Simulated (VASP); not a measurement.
```
CELL_PARAMETERS angstrom
      0.00000     3.40463     3.40463
      3.40463     0.00000     3.40463
      3.40463     3.40463     0.00000
ATOMIC_POSITIONS crystal
  Na 0.25000 0.25000 0.25000
  Na 0.75000 0.75000 0.75000
  S  0.00000 0.00000 0.00000
```

Calculation: RPBE GGA, VASP's PBE PAW potentials (set 64) (plane waves; VASP 6.6.1). Run with 520 eV cut-off, 6×6×6 Γ-centred mesh, Gaussian smearing of 0.050 eV, potentials Na_pv S.

Problem. Give the stress tensor in GPa (positive for a compressed cell).

Solution. 
```
-1.32   0.00   0.00
 0.00  -1.32   0.00
 0.00   0.00  -1.32
```
The pressure is its mean diagonal, -1.32 GPa.

The compound is Na2S in the antifluorite structure. This cell is one point of a volume scan, at 1.06 of the reference volume.
